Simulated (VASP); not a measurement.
Method: PBEsol GGA, VASP's PBE PAW potentials (set 64) (plane waves; VASP).

The input files of a VASP run:

File POSCAR:
```
Mg(AlC)2
1
    3.3757709079     0.0000000000     0.0000000000
   -1.6878854539     2.9235033288    -0.0000000000
    0.0000000000    -0.0000000000     5.7673839210
Mg Al C
1 2 2
Direct
  1.0000000000   0.0000000000   1.0000000000
  0.6666670000   0.3333330000   0.3500742310
  0.3333330000   0.6666670000   0.6499257690
  0.3333330000   0.6666670000   0.2692715034
  0.6666670000   0.3333330000   0.7307284966
```

KPOINTS:
```
Regular mesh
0
gamma
 9 9 5
0 0 0
```

**INCAR**
```
SYSTEM=Mg(AlC)2
PREC=Accurate; ENCUT=520; LREAL=.FALSE.
LASPH=.TRUE.
EDIFF=1E-8; NELM=100; ALGO=Normal
ISMEAR=0; SIGMA=0.01
GGA=PS
IBRION=8; NSW=1
LWAVE=.FALSE.; LCHARG=.FALSE.
LEPSILON=.TRUE.
```

POTCAR, in this order: Mg Al C (PBE.64 set). Program: vasp_std.

Output of the run:

### OSZICAR
```
...
RMM:  13    -0.133149908664E+01    0.35553E-06    0.46419E-07  1211   0.114E-04    0.986E-06
 Linear response DOF=           6
 Linear response progress:
  Degree of freedom:   1/  6
       N       E                     dE             d eps       ncg     rms          rms(c)
RMM:   1    -0.188384676328E-02   -0.18838E-02   -0.23089E-03  4343   0.421E-01
RMM:   2    -0.170605612542E-02    0.17779E-03   -0.18404E-04  4345   0.998E-02    0.270E-02
RMM:   3    -0.169714281257E-02    0.89133E-05   -0.11992E-05  4734   0.233E-02    0.156E-02
RMM:   4    -0.170228194181E-02   -0.51391E-05   -0.12502E-05  4593   0.221E-02    0.254E-03
RMM:   5    -0.170123601932E-02    0.10459E-05   -0.67243E-08  4955   0.444E-03    0.492E-04
RMM:   6    -0.170097248412E-02    0.26354E-06   -0.59239E-08  4992   0.877E-04    0.163E-04
RMM:   7    -0.170065815852E-02    0.31433E-06    0.28997E-08  5031   0.315E-04    0.266E-05
RMM:   8    -0.170070142893E-02   -0.43270E-07    0.55810E-10  5094   0.840E-05    0.114E-05
RMM:   9    -0.170070130363E-02    0.12530E-09    0.28942E-09  5171   0.381E-05    0.254E-06
 Linear response progress:
  Degree of freedom:   2/  6
       N       E                     dE             d eps       ncg     rms          rms(c)
RMM:   1    -0.449445632774E-02   -0.44945E-02    0.25232E-02  3215   0.772E-01
RMM:   2    -0.370226117683E-02    0.79220E-03   -0.10132E-03  1965   0.232E-01    0.357E-02
RMM:   3    -0.363122788314E-02    0.71033E-04   -0.49603E-05  2226   0.513E-02    0.232E-02
RMM:   4    -0.360656371940E-02    0.24664E-04   -0.23947E-05  2118   0.367E-02    0.796E-03
RMM:   5    -0.360810720834E-02   -0.15435E-05   -0.16196E-07  2199   0.134E-02    0.331E-03
RMM:   6    -0.360997627820E-02   -0.18691E-05    0.49780E-07  2140   0.496E-03    0.736E-04
RMM:   7    -0.361052345377E-02   -0.54718E-06    0.96017E-08  2130   0.195E-03    0.366E-04
RMM:   8    -0.361085562474E-02   -0.33217E-06    0.16021E-08  2149   0.483E-04    0.150E-04
RMM:   9    -0.361089064878E-02   -0.35024E-07    0.60005E-08  2325   0.316E-04    0.215E-05
RMM:  10    -0.361091316259E-02   -0.22514E-07   -0.12138E-07  2214   0.821E-05    0.189E-05
RMM:  11    -0.361091632155E-02   -0.31590E-08   -0.26892E-08  2265   0.257E-05    0.952E-06
 Linear response progress:
  Degree of freedom:   3/  6
       N       E                     dE             d eps       ncg     rms          rms(c)
RMM:   1    -0.790125070758E-02   -0.79013E-02    0.15359E-03 11663   0.802E-01
RMM:   2    -0.679143201545E-02    0.11098E-02   -0.73200E-04  7947   0.208E-01    0.814E-02
RMM:   3    -0.671691884333E-02    0.74513E-04   -0.13381E-04  8294   0.733E-02    0.432E-02
RMM:   4    -0.677335246304E-02   -0.56434E-04   -0.10064E-04  7954   0.616E-02    0.750E-03
RMM:   5    -0.677430718072E-02   -0.95472E-06    0.53308E-07  8789   0.132E-02    0.106E-03
RMM:   6    -0.677556334065E-02   -0.12562E-05    0.12749E-07  9009   0.266E-03    0.366E-04
RMM:   7    -0.677393050257E-02    0.16328E-05    0.34092E-07  8948   0.114E-03    0.133E-04
RMM:   8    -0.677420741732E-02   -0.27691E-06    0.84864E-08  9097   0.422E-04    0.282E-05
RMM:   9    -0.677420557463E-02    0.18427E-08    0.10514E-07  9607   0.138E-04    0.864E-06
RMM:  10    -0.677420942696E-02   -0.38523E-08    0.94256E-08 10342   0.474E-05    0.288E-06
 Linear response progress:
  Degree of freedom:   4/  6
       N       E                     dE             d eps       ncg     rms          rms(c)
RMM:   1    -0.137697933928E-01   -0.13770E-01    0.36919E-02  3255   0.109E+00
RMM:   2    -0.115240434105E-01    0.22457E-02   -0.20742E-03  2026   0.329E-01    0.703E-02
RMM:   3    -0.113450845678E-01    0.17896E-03   -0.45711E-04  2062   0.109E-01    0.345E-02
RMM:   4    -0.113423250266E-01    0.27595E-05   -0.14048E-04  2178   0.499E-02    0.145E-02
RMM:   5    -0.113383590711E-01    0.39660E-05   -0.36699E-05  2166   0.197E-02    0.344E-03
RMM:   6    -0.113408479446E-01   -0.24889E-05   -0.15482E-06  2163   0.775E-03    0.133E-03
RMM:   7    -0.113390040042E-01    0.18439E-05   -0.90352E-07  2156   0.302E-03    0.412E-04
RMM:   8    -0.113394766761E-01   -0.47267E-06    0.41735E-07  2194   0.789E-04    0.757E-05
RMM:   9    -0.113395105564E-01   -0.33880E-07    0.18922E-07  2257   0.136E-04    0.331E-05
RMM:  10    -0.113395735637E-01   -0.63007E-07   -0.11874E-08  2238   0.535E-05    0.685E-06
RMM:  11    -0.113395806774E-01   -0.71137E-08    0.61583E-09  2296   0.190E-05    0.246E-06
 Linear response progress:
  Degree of freedom:   5/  6
       N       E                     dE             d eps       ncg     rms          rms(c)
RMM:   1    -0.123001490675E+00   -0.12300E+00    0.98190E-02  9638   0.240E+00
RMM:   2    -0.122594498491E+00    0.40699E-03   -0.44715E-03  7755   0.437E-01    0.153E-01
RMM:   3    -0.122757452514E+00   -0.16295E-03   -0.11346E-03  7511   0.212E-01    0.725E-02
RMM:   4    -0.123651840880E+00   -0.89439E-03   -0.87343E-04  7892   0.171E-01    0.168E-02
RMM:   5    -0.123591382049E+00    0.60459E-04   -0.78791E-06  8874   0.297E-02    0.219E-03
RMM:   6    -0.123620635619E+00   -0.29254E-04   -0.11687E-05  9069   0.750E-03    0.849E-04
RMM:   7    -0.123608910792E+00    0.11725E-04   -0.32077E-06  8978   0.252E-03    0.222E-04
RMM:   8    -0.123611244272E+00   -0.23335E-05   -0.12896E-06  9125   0.836E-04    0.541E-05
RMM:   9    -0.123610080689E+00    0.11636E-05    0.43656E-08  9179   0.334E-04    0.277E-05
RMM:  10    -0.123610527518E+00   -0.44683E-06    0.16937E-07  9902   0.149E-04    0.691E-06
RMM:  11    -0.123610518223E+00    0.92945E-08    0.31852E-07 12025   0.764E-05    0.178E-06
RMM:  12    -0.123610552601E+00   -0.34378E-07    0.30973E-07 12470   0.608E-05    0.185E-06
RMM:  13    -0.123610537167E+00    0.15435E-07    0.30887E-07 12266   0.587E-05    0.391E-07
RMM:  14    -0.123610532737E+00    0.44300E-08    0.30143E-07 11511   0.581E-05    0.245E-07
RMM:  15    -0.123610531310E+00    0.14269E-08    0.30706E-07 11018   0.580E-05    0.795E-08
 Linear response progress:
  Degree of freedom:   6/  6
       N       E                     dE             d eps       ncg     rms          rms(c)
RMM:   1    -0.130415057034E+00   -0.13042E+00    0.78709E-02  2317   0.236E+00
RMM:   2    -0.128112936718E+00    0.23021E-02   -0.33354E-03  1999   0.399E-01    0.146E-01
RMM:   3    -0.127833115723E+00    0.27982E-03   -0.23838E-03  2022   0.246E-01    0.632E-02
RMM:   4    -0.128302295967E+00   -0.46918E-03   -0.58633E-04  2095   0.127E-01    0.199E-02
RMM:   5    -0.128379802957E+00   -0.77507E-04   -0.40305E-05  2102   0.346E-02    0.632E-03
RMM:   6    -0.128403701776E+00   -0.23899E-04   -0.35970E-06  2255   0.898E-03    0.246E-03
RMM:   7    -0.128380925375E+00    0.22776E-04   -0.33461E-07  2100   0.378E-03    0.394E-04
RMM:   8    -0.128382803874E+00   -0.18785E-05   -0.45557E-08  2277   0.827E-04    0.131E-04
RMM:   9    -0.128382711472E+00    0.92402E-07   -0.65169E-09  2248   0.186E-04    0.706E-05
RMM:  10    -0.128382226547E+00    0.48492E-06    0.66475E-09  2237   0.175E-04    0.192E-05
RMM:  11    -0.128382237021E+00   -0.10474E-07    0.95883E-08  2278   0.712E-05    0.616E-06
RMM:  12    -0.128382281219E+00   -0.44198E-07   -0.46045E-08  2306   0.409E-05    0.215E-06
RMM:  13    -0.128382276625E+00    0.45941E-08   -0.13490E-08  2252   0.318E-05    0.696E-07
 Linear response finished
```

OUTCAR:
```
------------------------ aborting loop because EDIFF is reached ----------------------------------------

 HEAD OF MICROSCOPIC STATIC DIELECTRIC TENSOR (INDEPENDENT PARTICLE, excluding Hartree and local field effects)
 ------------------------------------------------------
           8.071343     0.000000     0.000000
           0.000000     8.071342     0.000000
           0.000000     0.000000     9.523157
 ------------------------------------------------------

 MACROSCOPIC STATIC DIELECTRIC TENSOR (including local field effects in DFT)
 ------------------------------------------------------
           7.695071     0.000000     0.000000
           0.000000     7.695071     0.000000
          -0.000000    -0.000000     8.893907
 ------------------------------------------------------

 PIEZOELECTRIC TENSOR (including local field effects)  for field in x, y, z        (e  Angst)
          XX          YY          ZZ          XY          YZ          ZX
  --------------------------------------------------------------------------------
  x     0.00000     0.00000     0.00000     0.00000     0.00000     0.00000
  y     0.00000     0.00000     0.00000     0.00000     0.00000     0.00000
  z     0.00000     0.00000     0.00000     0.00000     0.00000     0.00000

 PIEZOELECTRIC TENSOR (including local field effects)  for field in x, y, z        (C/m^2)
          XX          YY          ZZ          XY          YZ          ZX
  --------------------------------------------------------------------------------
  x     0.00000     0.00000     0.00000     0.00000     0.00000     0.00000
  y     0.00000     0.00000     0.00000     0.00000     0.00000     0.00000
  z     0.00000     0.00000     0.00000     0.00000     0.00000     0.00000

 BORN EFFECTIVE CHARGES (including local field effects) (in |e|, cummulative output)
 ---------------------------------------------------------------------------------
 ion    1
    1     2.01380     0.00000     0.00000
    2     0.00000     2.01380     0.00000
    3    -0.00000     0.00000     2.79321
 ion    2
    1     2.25148     0.00000    -0.00000
    2     0.00000     2.25148     0.00000
    3    -0.00000    -0.00000     1.97468
 ion    3
    1     2.25148     0.00000    -0.00000
    2     0.00000     2.25148     0.00000
    3    -0.00000    -0.00000     1.97468
 ion    4
    1    -3.25838    -0.00000     0.00000
    2    -0.00000    -3.25838     0.00000
    3     0.00000     0.00000    -3.37129
 ion    5
    1    -3.25838    -0.00000     0.00000
    2    -0.00000    -3.25838     0.00000
    3     0.00000     0.00000    -3.37129

   1 f  =   19.497910 THz   122.508983 2PiTHz  650.380277 cm-1    80.636841 meV
             X         Y         Z           dx          dy          dz
      0.000000  0.000000  0.000000    -0.011580   -0.000008   -0.000000
      1.687887  0.974500  2.019012     0.396225    0.000285   -0.000000
     -0.000002  1.949003  3.748371     0.396225    0.000285    0.000000
     -0.000002  1.949003  1.552992    -0.585609   -0.000421    0.000000
      1.687887  0.974500  4.214392    -0.585609   -0.000421   -0.000000

   2 f  =   19.497910 THz   122.508981 2PiTHz  650.380269 cm-1    80.636840 meV
             X         Y         Z           dx          dy          dz
      0.000000  0.000000  0.000000    -0.000008    0.011580    0.000000
      1.687887  0.974500  2.019012     0.000285   -0.396225    0.000000
     -0.000002  1.949003  3.748371     0.000285   -0.396225   -0.000000
     -0.000002  1.949003  1.552992    -0.000421    0.585609   -0.000000
      1.687887  0.974500  4.214392    -0.000421    0.585609    0.000000

   3 f  =   19.372155 THz   121.718841 2PiTHz  646.185545 cm-1    80.116761 meV
             X         Y         Z           dx          dy          dz
      0.000000  0.000000  0.000000    -0.000000   -0.000000   -0.000000
      1.687887  0.974500  2.019012    -0.386695   -0.000278   -0.000000
     -0.000002  1.949003  3.748371     0.386695    0.000278    0.000000
     -0.000002  1.949003  1.552992     0.592003    0.000425    0.000000
      1.687887  0.974500  4.214392    -0.592003   -0.000425   -0.000000

   4 f  =   19.372155 THz   121.718840 2PiTHz  646.185537 cm-1    80.116760 meV
             X         Y         Z           dx          dy          dz
      0.000000  0.000000  0.000000    -0.000000   -0.000000    0.000000
      1.687887  0.974500  2.019012    -0.000278    0.386695    0.000000
     -0.000002  1.949003  3.748371     0.000278   -0.386695   -0.000000
     -0.000002  1.949003  1.552992     0.000425   -0.592003   -0.000000
      1.687887  0.974500  4.214392    -0.000425    0.592003    0.000000

   5 f  =   16.946244 THz   106.476393 2PiTHz  565.265864 cm-1    70.084003 meV
             X         Y         Z           dx          dy          dz
      0.000000  0.000000  0.000000    -0.000000   -0.000000   -0.000000
      1.687887  0.974500  2.019012    -0.000000   -0.000000    0.244051
     -0.000002  1.949003  3.748371     0.000000    0.000000   -0.244051
     -0.000002  1.949003  1.552992     0.000000   -0.000000   -0.663656
      1.687887  0.974500  4.214392    -0.000000   -0.000000    0.663656

   6 f  =   14.525513 THz    91.266492 2PiTHz  484.518970 cm-1    60.072669 meV
             X         Y         Z           dx          dy          dz
      0.000000  0.000000  0.000000    -0.000000    0.000000   -0.532982
      1.687887  0.974500  2.019012    -0.000000    0.000000    0.485878
     -0.000002  1.949003  3.748371     0.000000   -0.000000    0.485878
     -0.000002  1.949003  1.552992     0.000000   -0.000000   -0.349124
      1.687887  0.974500  4.214392    -0.000000    0.000000   -0.349124

   7 f  =   11.520695 THz    72.386659 2PiTHz  384.289006 cm-1    47.645743 meV
             X         Y         Z           dx          dy          dz
      0.000000  0.000000  0.000000     0.000000    0.000000    0.000000
      1.687887  0.974500  2.019012     0.000000    0.000000   -0.663656
     -0.000002  1.949003  3.748371    -0.000000   -0.000000    0.663656
     -0.000002  1.949003  1.552992     0.000000    0.000000   -0.244051
      1.687887  0.974500  4.214392    -0.000000   -0.000000    0.244051

   8 f  =    9.117351 THz    57.286006 2PiTHz  304.122095 cm-1    37.706317 meV
...
```
(Selected blocks of OUTCAR.)

### OUTCAR
```
 val. band max:        6.7182428846   @ k =   0.1111   0.0000   0.0000

 cond. band min:       8.4800928182   @ k =   0.4444  -0.0000   0.4000


 Fermi energy:         6.7708856893

 k-point     1 :       0.0000    0.0000    0.0000
  band No.  band energies     occupation
      1      -6.5846      2.00000
      2      -3.9935      2.00000
      3       0.2057      2.00000
      4       5.6224      2.00000
      5       5.6224      2.00000
      6       6.5076      2.00000
      7       6.5201      2.00000
      8       6.5201      2.00000
      9      10.0942      0.00000
     10      11.2381      0.00000
     11      13.3344      0.00000
     12      13.3344      0.00000

 k-point     2 :       0.1111    0.0000    0.0000
  band No.  band energies     occupation
      1      -6.4122      2.00000
      2      -3.8651      2.00000
      3       0.3884      2.00000
      4       4.6133      2.00000
      5       5.3626      2.00000
      6       5.7745      2.00000
      7       6.4445      2.00000
      8       6.7182      2.00000
      9      10.5746      0.00000
     10      11.4992      0.00000
     11      12.4435      0.00000
     12      13.8081      0.00000

 k-point     3 :       0.2222   -0.0000    0.0000
  band No.  band energies     occupation
      1      -5.9082      2.00000
      2      -3.5166      2.00000
      3       0.9251      2.00000
      4       2.9004      2.00000
      5       4.3394      2.00000
      6       4.8535      2.00000
      7       6.1929      2.00000
      8       6.5662      2.00000
      9      10.4718      0.00000
     10      11.1819      0.00000
     11      12.4560      0.00000
     12      13.5622      0.00000

 k-point     4 :       0.3333    0.0000    0.0000
  band No.  band energies     occupation
      1      -5.1264      2.00000
      2      -3.1119      2.00000
      3       1.3226      2.00000
      4       1.7808      2.00000
      5       2.8834      2.00000
      6       4.4054      2.00000
...
```

The dielectric response may not be converged in the k-mesh; for small gaps it tends to come out too large.

The structure comes from a computed database's Al2MgC2 entry (P-3m1); how it stands against other phases isn't given here. It was relaxed first.
